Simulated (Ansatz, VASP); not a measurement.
# MgSc: VASP beside Ansatz

Contents of INCAR:

```
SYSTEM = MgSc
PREC = Accurate ; ENCUT = 520
EDIFF = 1E-7 ; ISMEAR = 0
SIGMA = 0.15 ; LREAL = .FALSE.
LASPH = .TRUE. ; NELM = 100
ALGO = Fast ; ISIF = 2
LWAVE = .FALSE. ; LCHARG = .TRUE.
GGA = CA ; LELF = .TRUE.
LVHAR = .TRUE. ; NBANDS = 14
```

Contents of KPOINTS:

```
Automatic mesh
0
G
  14 14 14
  0 0 0
```

Contents of POSCAR:

```
MgSc
1.0
    3.5964512400      0.0000000000      0.0000000000
    0.0000000000      3.5964512400      0.0000000000
    0.0000000000      0.0000000000      3.5964512400
Mg Sc
1 1
Direct
    0.0000000000      0.0000000000      0.0000000000
    0.5000000000      0.5000000000      0.5000000000
```

Input for Ansatz:

```yaml
crystal:
  lattice:
    - [3.59645124, 0.0, 0.0]
    - [0.0, 3.59645124, 0.0]
    - [0.0, 0.0, 3.59645124]
  atoms:
    - { symbol: Mg, position: [0.0, 0.0, 0.0] }
    - { symbol: Sc, position: [0.5, 0.5, 0.5] }
basis:
  ecutwfc: 420
kpoints:
  mp_grid: { grid: [14, 14, 14] }
hamiltonian:
  xc: lda
scf:
  occupations: { method: gaussian, width: 0.15 }
output:
  forces: true
  stress: true
  eigenvalues: true
```

The cell comes from a database or a generator and needn't be the stable form of this composition.

Alike in both runs: task single point; functional LDA; k mesh 14 × 14 × 14; occupations gaussian, width 0.15 eV; no spin polarisation.

|  | VASP | Ansatz |
| --- | --- | --- |
| version | VASP 6.6.1 | Ansatz 0.2.0 |
| potentials or method | VASP PAW LDA potentials, release 64 (Mg, Sc_sv) | scalar-relativistic, plane waves, PAW |
| plane-wave cutoff (eV) | 520 | 420 |
| valence electrons in the cell | 13 | 21 |

VASP gave:

| Property | Result |
| --- | --- |
| gap on the k mesh at the Fermi level (eV) | none |
| pressure (GPa) | -3.6 |

What did Ansatz give for the same quantities?

gap on the k mesh at the Fermi level (eV): none; pressure (GPa): -3.5.

A gap of «none» marks a metal or a gap that the smearing closes. The two sets of potentials don't hold the same shells in valence.
